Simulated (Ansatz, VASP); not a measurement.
**Ba7Al24Si25O93 (glassy 57SiO2-27Al2O3-16BaO (mol %)): VASP beside Ansatz**

One calculation is typed for both programs; each brings its own data sets. How far apart do they land? The cell is taken from a series of runs on this material, whose earlier steps may have relaxed, scaled, displaced or heated it; both programs get it as it stands.

Main program and level: Ansatz 0.2.0; plane waves, with VASP 6.6.1 beside it; single point at PBE.

**1. The structure**

The cell holds 149 atoms: 25 Si, 24 Al, 7 Ba and 93 O. Its edges and angles: a = 12.287 Å, b = 12.287 Å, c = 12.287 Å, α = 90.0°, β = 90.0°, γ = 90.0°. As first built, before any earlier steps moved the atoms (in the runner's words): 149 atoms (25 Si, 24 Al, 7 Ba, 93 O) placed at random at 3.4 g/cm^3, melted at 4000 K for 10 ps at fixed volume with the Morse and Coulomb pair potential with partial charges (Pedone, Malavasi, Menziani, Cormack and Segre, J. Phys. Chem. B 110, 11780 (2006)). Quenched from 4000 K to 300 K at 25 K/ps and fixed volume, held 5 ps.

**2. VASP: single point, PBE**

A single point gives forces, pressure and levels at one fixed geometry, so differences don't come from the geometry; what else differs is listed under the comparison.

Lines of VASP's logs that name or quote its potential files are left out, and so is its time.

Input file INCAR:

```
SYSTEM = Ba7Al24Si25O93
PREC = Accurate
ENCUT = 600
EDIFF = 1E-06
NELM = 120
ISMEAR = 0
SIGMA = 0.01
LREAL = Auto
ALGO = Normal
GGA = PE
NBANDS = 504
LORBIT = 11
LWAVE = .FALSE.
LCHARG = .FALSE.
ISIF = 2
LASPH = .TRUE.
GGA_COMPAT = .FALSE.
EFERMI = MIDGAP
```

Input file POSCAR:

```
Ba7Al24Si25O93
1.0
   12.2866000000      0.0000000000      0.0000000000
    0.0000000000     12.2866000000      0.0000000000
    0.0000000000      0.0000000000     12.2866000000
Si Al Ba O
25 24 7 93
Direct
    0.2133300000      0.2860000000      0.8365000000
    0.8178900000      0.8020600000      0.8407400000
    0.3585400000      0.0165600000      0.6602800000
    0.4107100000      0.9052000000      0.3187900000
    0.8798200000      0.4956800000      0.0657800000
    0.5080100000      0.6543900000      0.4486100000
    0.5258100000      0.4394200000      0.7559200000
    0.3187100000      0.1991900000      0.1138200000
    0.9980500000      0.8580900000      0.5161700000
    0.2725200000      0.8227200000      0.7534200000
    0.1764500000      0.0516200000      0.4771400000
    0.9954600000      0.5072200000      0.6965700000
    0.9753500000      0.7096300000      0.1156500000
    0.6125700000      0.3108100000      0.3536900000
    0.2932300000      0.3527300000      0.4217800000
    0.9373500000      0.1165100000      0.1286100000
    0.2866900000      0.4528900000      0.6582500000
    0.0479200000      0.2015400000      0.6422500000
    0.4302800000      0.4170600000      0.0218000000
    0.0426100000      0.7574000000      0.7502700000
    0.2198600000      0.7465000000      0.3345000000
    0.6098500000      0.6700600000      0.8164800000
    0.3271200000      0.9582600000      0.0795500000
    0.7634200000      0.9472000000      0.6273900000
    0.6167700000      0.0371000000      0.9010400000
    0.8335400000      0.0339000000      0.3508900000
    0.1384200000      0.1950700000      0.2694300000
    0.2750000000      0.6699900000      0.5634100000
    0.8910900000      0.3952200000      0.5297100000
    0.0994100000      0.9096100000      0.1659200000
[... 113 atom lines left out ...]
    0.9028900000      0.6246800000      0.0483800000
    0.4259400000      0.0113500000      0.3923300000
    0.7068700000      0.9947100000      0.3684000000
    0.5563200000      0.9443700000      0.8395100000
    0.9175900000      0.4496000000      0.1888800000
    0.0035700000      0.8269200000      0.0911000000
```

Input file KPOINTS:

```
Automatic mesh
0
Gamma
1 1 1
0 0 0
```

Potentials, in the order of the species: Si, Al, Ba_sv and O (PBE family, release 64).

Command:

```console
export OMP_NUM_THREADS=4
mpirun -np 1 vasp_gam
```

Numbers of over 12 decimals in the logs are rounded to 6 here.

The log of the run:

```text
[banner, memory and clock lines left out]
running    1 mpi-ranks, on    1 nodes
[...]
Offloading initialized ...    1 GPUs detected
[...]
LDA part: xc-table for (Slater+PW92), standard interpolation
 POSCAR, INCAR and KPOINTS ok, starting setup
[...]
entering main loop
       N       E                     dE             d eps       ncg     rms          rms(c)
DAV:   1     0.789272028814E+04    0.78927E+04   -0.51446E+05  1008   0.176E+03
DAV:   2    -0.572966659745E+03   -0.84657E+04   -0.81759E+04  1240   0.396E+02
DAV:   3    -0.125532522588E+04   -0.68236E+03   -0.67766E+03  1176   0.119E+02
DAV:   4    -0.127325897975E+04   -0.17934E+02   -0.17855E+02  1208   0.190E+01
[...]
DAV:  18    -0.110546149455E+04   -0.42729E-05   -0.50174E-05  1160   0.114E-02    0.143E-02
DAV:  19    -0.110546149338E+04    0.11690E-05   -0.50338E-06  1128   0.530E-03    0.619E-03
DAV:  20    -0.110546149424E+04   -0.85491E-06   -0.45497E-06  1024   0.410E-03
   1 F= -.11054615E+04 E0= -.11054615E+04  d E =0.000000E+00
```

OUTCAR, selected parts (step 2):

```text
  Total      117.7550484    110.0242732    118.7661100      3.6812993      5.7394666     -5.7478325
  in kB      101.7173316     95.0394538    102.5906911      3.1799226      4.9577766     -4.9650031
  external PRESSURE =      99.7824922 kB  Pullay stress =       0.0000000 kB

 POSITION                                       TOTAL-FORCE (eV/Angst)
 -----------------------------------------------------------------------------------
      2.62110      3.51397     10.27774        -4.833074      0.789949     -3.379908
     10.04909      9.85459     10.32984        -2.201785     -0.123833     -2.430256
[...]
7.75112      5.15251      8.28449         0.229434      0.048671      0.374964
      1.44171      5.14428      1.98822         0.649559      0.027915     -0.010411
     11.61317      9.86454     10.14075         2.566344      0.476247      0.821307
      0.09473      6.40894      6.90863        -0.595528      0.010280     -1.039075
      3.98737     10.02341      4.47208         1.586985      0.154438      1.428727
     12.11459      3.73832      7.34616        -0.473294      2.529446     -0.716494
      0.06278      7.77877      9.05277         0.144329     -0.244554      0.488295
      3.11428      4.52700      9.23522         0.848608      2.686734     -1.532863
      3.35240      4.91513      6.64545        -0.645491      0.000003     -0.139957
      0.58066      5.31617      9.54472         2.943228     -2.501602      3.023427
      5.12499      5.90801      8.35391         1.157777     -0.248295      0.532412
[...]
-----------------------------------------------------------------------------------
    total drift:                                0.003492      0.029644     -0.005153

  FREE ENERGIE OF THE ION-ELECTRON SYSTEM (eV)
  ---------------------------------------------------
  free  energy   TOTEN  =     -1105.4614942364 eV

  energy  without entropy=    -1105.4614942364  energy(sigma->0) =    -1105.46149424

[... 3 further parts left out ...]
[key lines of the parts left out:]
E-fermi :   4.9638
```

Harder data sets than Ba_sv exist (the GW ones), and pressures, volumes and forces can shift noticeably with them.

**3. Ansatz: single point, PBE**

Ansatz runs on its default PAW (the set named soft_2) files.

The same cell, functional and mesh now go to Ansatz, which takes its cutoff from its data sets.

Input file input.yaml:

```yaml
crystal:
  lattice:
    - [12.2866, 0.0, 0.0]
    - [0.0, 12.2866, 0.0]
    - [0.0, 0.0, 12.2866]
  atoms:
    - { symbol: Si, position: [0.21333, 0.286, 0.8365] }
    - { symbol: Si, position: [0.81789, 0.80206, 0.84074] }
    - { symbol: Si, position: [0.35854, 0.01656, 0.66028] }
    - { symbol: Si, position: [0.41071, 0.9052, 0.31879] }
    - { symbol: Si, position: [0.87982, 0.49568, 0.06578] }
    - { symbol: Si, position: [0.50801, 0.65439, 0.44861] }
    - { symbol: Si, position: [0.52581, 0.43942, 0.75592] }
    - { symbol: Si, position: [0.31871, 0.19919, 0.11382] }
    - { symbol: Si, position: [0.99805, 0.85809, 0.51617] }
    - { symbol: Si, position: [0.27252, 0.82272, 0.75342] }
    - { symbol: Si, position: [0.17645, 0.05162, 0.47714] }
    - { symbol: Si, position: [0.99546, 0.50722, 0.69657] }
    - { symbol: Si, position: [0.97535, 0.70963, 0.11565] }
    - { symbol: Si, position: [0.61257, 0.31081, 0.35369] }
    - { symbol: Si, position: [0.29323, 0.35273, 0.42178] }
    - { symbol: Si, position: [0.93735, 0.11651, 0.12861] }
    - { symbol: Si, position: [0.28669, 0.45289, 0.65825] }
    - { symbol: Si, position: [0.04792, 0.20154, 0.64225] }
    - { symbol: Si, position: [0.43028, 0.41706, 0.0218] }
    - { symbol: Si, position: [0.04261, 0.7574, 0.75027] }
    - { symbol: Si, position: [0.21986, 0.7465, 0.3345] }
    - { symbol: Si, position: [0.60985, 0.67006, 0.81648] }
    - { symbol: Si, position: [0.32712, 0.95826, 0.07955] }
    - { symbol: Si, position: [0.76342, 0.9472, 0.62739] }
    - { symbol: Si, position: [0.61677, 0.0371, 0.90104] }
    - { symbol: Al, position: [0.83354, 0.0339, 0.35089] }
    - { symbol: Al, position: [0.13842, 0.19507, 0.26943] }
    - { symbol: Al, position: [0.275, 0.66999, 0.56341] }
    - { symbol: Al, position: [0.89109, 0.39522, 0.52971] }
    - { symbol: Al, position: [0.09941, 0.90961, 0.16592] }
[... 113 atom lines left out ...]
    - { symbol: O, position: [0.90289, 0.62468, 0.04838] }
    - { symbol: O, position: [0.42594, 0.01135, 0.39233] }
    - { symbol: O, position: [0.70687, 0.99471, 0.3684] }
    - { symbol: O, position: [0.55632, 0.94437, 0.83951] }
    - { symbol: O, position: [0.91759, 0.4496, 0.18888] }
    - { symbol: O, position: [0.00357, 0.82692, 0.0911] }
kpoints:
  mp_grid: { grid: [1, 1, 1] }
hamiltonian:
  xc: pbe
scf:
  occupations: { method: fixed }
output:
  forces: true
  stress: true
  populations: true
  dos:
    method: { smearing: { sigma: 0.1 } }
    de: 0.1
    projected: { site_lists: { Al: [Al], Ba: [Ba], O: [O], Si: [Si] } }
  eigenvalues: true
  write_density: true
  write_potential: true
  volumetric_format: npy
```

Command:

```console
ansatz run input.yaml --threads 8 --pin off --max-ram 15872MiB --backend cpu --events-out ev --progress --plain --runs-dir out
```

The log of the run:

```text
Engine: ansatz 0.2.0, aarch64-unknown-linux-gnu
Pseudopotentials: kind: paw
Pseudopotential: Si, paw, valence charge 4, recommended cutoff 420 eV (normal), Si.paw.azcp
Pseudopotential: Al, paw, valence charge 3, recommended cutoff 420 eV (normal), Al.paw.azcp
Pseudopotential: Ba, paw, valence charge 10, recommended cutoff 420 eV (normal), Ba.paw.azcp
Pseudopotential: O, paw, valence charge 6, recommended cutoff 420 eV (normal), O.paw.azcp
Functional definition: PBE
  parameter kappa = 0.804
  parameter beta = 0.066725
  exchange = pbe_x(kappa = kappa, mu = beta*pi^2/3)
  correlation = pbe_c(beta = beta)
Crystal: 149 atoms, lattice volume = 1854.792 Å³
Basis set: ecut = 420 eV, 36257 PW (Γ), exchange–correlation on 180×180×180 points (8 copies of the dense FFT grid, shifted against one another)
Bands: 549, of which v1, the nominal top of the filled ones, is band 400 counted from 1 (399 counted from 0)
Symmetry: 1 space group operations
Space group: P1 (ITA 1), of the structure as read, at distance tolerance 1.2e-4 Å
k-points: 1
Non-local potential: Si, projectors of the file, l = 0: 2, l = 1: 2, l = 2: 2
Non-local potential: Al, projectors of the file, l = 0: 2, l = 1: 2, l = 2: 1
Non-local potential: Ba, projectors of the file, l = 0: 3, l = 1: 2, l = 2: 2, l = 3: 2
Non-local potential: O, projectors of the file, l = 0: 2, l = 1: 2, l = 2: 1
PAW form: soft (Blöchl's): semilocal exchange-correlation on the pseudo side does not see the compensation charge
PAW one-centre angular grid: Si, 110 points (default); XC on 64 Gauss nodes
PAW one-centre angular grid: Al, 110 points (default); XC on 64 Gauss nodes
PAW one-centre angular grid: Ba, 194 points (default); XC on 64 Gauss nodes
PAW one-centre angular grid: O, 110 points (default); XC on 64 Gauss nodes
Initial density: superposition of atomic densities (neutral atoms: chi_scale 0, normalization atom), corrected by the library's trained network
Initial wavefunctions: pseudopotential atomic-orbital guess
Functional: x = pbe(κ = 0.804, μ = 0.219515), c = pbe(β = 0.066725)
SCF iter   1: F=—  HF=-123387.128473 eV  |F-HF|=—  |Δ(HF+E_count)|=         —  Δρ=2.17e-3  dr2=1.09e-1  ethr=1.77e-3  ⟨swp⟩=5.0  Hψ=2135  notcnv=0  defer=146
preconditioner: auto → Resta (q_TF=auto, 2.372 Å⁻¹)  ε∞=3.5  [insulator: Δε(μ)=3.644 eV  Ē_g=15.435 eV  n_scr=436 (ndim 8)  ℏωp=24.2 eV  f_vac=0.061  ε∞_Penn≈3.5]
SCF iter   2: F=—  HF=-123387.133257 eV  |F-HF|=—  |Δ(HF+E_count)|=   4.78e-3  Δρ=1.15e-3  dr2=2.75e-2  ethr=1.37e-5  ⟨swp⟩=2.0  Hψ=1033  notcnv=0  defer=147
SCF iter   3: F=—  HF=-123387.137904 eV  |F-HF|=—  |Δ(HF+E_count)|=   4.65e-3  Δρ=5.04e-4  dr2=6.77e-3  ethr=3.44e-6  ⟨swp⟩=3.0  Hψ=710  notcnv=0  defer=147
SCF iter   4: F=—  HF=-123387.137845 eV  |F-HF|=—  |Δ(HF+E_count)|=   5.89e-5  Δρ=1.48e-4  dr2=4.63e-4  ethr=8.46e-7  ⟨swp⟩=2.0  Hψ=709  notcnv=0  defer=147
SCF iter   5: F=—  HF=-123387.137993 eV  |F-HF|=—  |Δ(HF+E_count)|=   1.48e-4  Δρ=8.49e-5  dr2=1.20e-4  ethr=5.79e-8  ⟨swp⟩=2.0  Hψ=802  notcnv=0  defer=147
SCF iter   6: F=—  HF=-123387.138000 eV  |F-HF|=—  |Δ(HF+E_count)|=   7.44e-6  Δρ=3.40e-5  dr2=1.99e-5  ethr=1.50e-8  ⟨swp⟩=2.0  Hψ=778  notcnv=0  defer=146
SCF iter   7: F=—  HF=-123387.142209 eV  |F-HF|=—  |Δ(HF+E_count)|=   4.21e-3  Δρ=1.01e-5  dr2=2.12e-6  ethr=2.48e-9  ⟨swp⟩=2.0  Hψ=941  notcnv=0  defer=146
SCF iter   8: F=—  HF=-123387.142211 eV  |F-HF|=—  |Δ(HF+E_count)|=   1.81e-6  Δρ=8.30e-6  dr2=1.04e-6  ethr=2.65e-10  ⟨swp⟩=2.0  Hψ=797  notcnv=0  defer=146
SCF iter   9: F=-123387.142210 eV  HF=-123387.142210 eV  |F-HF|=2.33e-8  |Δ(HF+E_count)|=   7.96e-8  Δρ=1.52e-6  dr2=4.53e-8  ethr=1.25e-11  ⟨swp⟩=25.0  Hψ=6512  notcnv=0
SCF 1 converged in 9 iterations: F = -123387.142210 eV  dr2 = 4.53e-8
  greatest PAW one-centre occupation: 0.955 electrons in one spin orbital (limit 2), on the Ba atom at site 52 (counted from 0), in its partial waves of l = 0
SCF converged after 9 iterations
Free energy (F): -123387.142210 eV
Harris-Foulkes:  -123387.142210 eV  (|F-HF|=2.33e-8)
Internal energy: -123387.142210 eV  (E = F + TS)
E sigma→0 (E₀):  -123387.142210 eV
Fermi energy:    5.429968 eV
--- Per-component energies (eV) ---
  E_band       = -1959.829313
  E_kinetic    = 19613.740551
  E_local      = -45240.089293  (includes V_loc(G=0)·N_el)
  E_nonlocal   = 5732.755282
  E_hartree    = 16751.198259
  E_xc         = -10496.329153
  E_vxc        = -11732.647803  (∫ρ·V_xc dr)
  E_paw        = -75419.710334  (= ΣΔE_a)
  E_vpaw       = -3836.215563  (= ΣTr[D̂ρ^β])
  E_aug_tail   = 0.237534  (compensation charges beyond the density's cutoff)
  E_ewald      = -34328.945057
  E_smearing   = -0.000000  (= −TS)
  E_closure    = -0.000000  (closes the sum)
  Σ components = -123387.142210   (vs F -123387.142210, Δ=0.00e0)
--- Forces (eV/Å), atoms counted from 1 ---
  atom   1  Si    -4.82347468     0.80797865    -3.38211852
[...]
P = ⅓ Tr σ = 9.9008 GPa (99.008 kbar)
--- Band table (eV) ---
  k-point 0: bands = [... 396 lower, 5.2053, 5.2221, 5.3717, 5.4300, 9.0103, 9.3191, 9.5353, 9.7880, ... 145 higher]
--- Löwdin populations: 149 sites ---
  site symbol       q [e]
     0     Si      2.2175
     1     Si      2.2556
     2     Si      2.2633
     3     Si      2.2654
     4     Si      2.2904
     5     Si      2.2774
     6     Si      2.2366
     7     Si      2.2397
     8     Si      2.2836
     9     Si      2.2518
    10     Si      2.2280
    11     Si      2.2610
    12     Si      2.2586
    13     Si      2.3592
    14     Si      2.2532
    15     Si      2.2994
    16     Si      2.2367
    17     Si      2.2905
    18     Si      2.3442
    19     Si      2.2632
    20     Si      2.2419
    21     Si      2.2650
    22     Si      2.2827
    23     Si      2.2805
[...]
141      O      6.9013
   142      O      6.9593
   143      O      6.7982
   144      O      6.8382
   145      O      6.9190
   146      O      6.8509
   147      O      6.8912
   148      O      6.8434
  spilling = 0.011828 (of n_electrons = 800.000000)
```

The column dr2 measures how far the density is from self-consistency, as an energy; F and HF (Harris–Foulkes) agree once it is small.

**4. Differences**

Known differences besides the potentials themselves: fixed occupations in Ansatz, narrow Gaussian smearing in VASP; the cutoff is 420 eV in Ansatz and 600 eV in VASP (PREC = Accurate, projectors in real space). Total energies have different zeros and are not compared.

The two programs side by side:

```
              quantity  Ansatz   VASP  difference
        pressure (GPa)    9.90   9.98       -0.08
gap on the k mesh (eV)   3.580  3.571      +0.009
```

Forces on 10 of the 149 atoms, those with the largest forces and the largest differences (eV/Å; atoms numbered as in POSCAR):

```
atom         Ansatz x, y, z           VASP x, y, z
 Si1  -4.823, 0.808, -3.382  -4.833, 0.790, -3.380
Si12  -3.098, 2.670, -1.979  -3.092, 2.688, -1.983
Si14  -0.376, 4.211, -1.964  -0.390, 4.201, -1.963
Ba52   0.919, 0.006, -0.762   1.019, 0.071, -0.860
 O82   2.933, -2.462, 2.983   2.943, -2.502, 3.023
 O92  1.466, -0.797, -0.524  1.356, -0.835, -0.446
 O98   -0.182, 1.481, 1.187   -0.282, 1.469, 1.324
O101   3.637, -3.723, 2.584   3.671, -3.731, 2.587
O120  -1.822, -4.210, 0.324  -1.906, -4.219, 0.352
O149   0.792, 4.349, -2.007   0.811, 4.415, -2.011
```

The forces differ by 30 meV/Å r.m.s., which is 2.2 % of the r.m.s. force of 1.376 eV/Å (both taken over all components). A gap on the mesh is an upper bound, since the band edges may lie between its points.

**5. Outcome**

```yaml
r_m_s_force_difference_single_point_pbe: 2.2 % of the r.m.s. force
```

**Reading.** The r.m.s. force difference is 2.2 % of the r.m.s. force (single point, PBE), within the 3 % picked in this series as the mark of a large difference. Such differences can come from data sets, numerical settings and the points named under the comparisons, not from the functional's error against experiment.

[Lines on the potential files, build, host, timing and source positions are cut from VASP's logs without a mark.]

[Logs are printed without paths, hosts, clocks, repeated set-up lines and the standing remarks that a program may print on its own settings, such as how far it seeks lower states.]

[Hosts, paths, dates, database ids (printed as entryN), source tags and the programs' standing remarks are cut or masked in the printed files.]
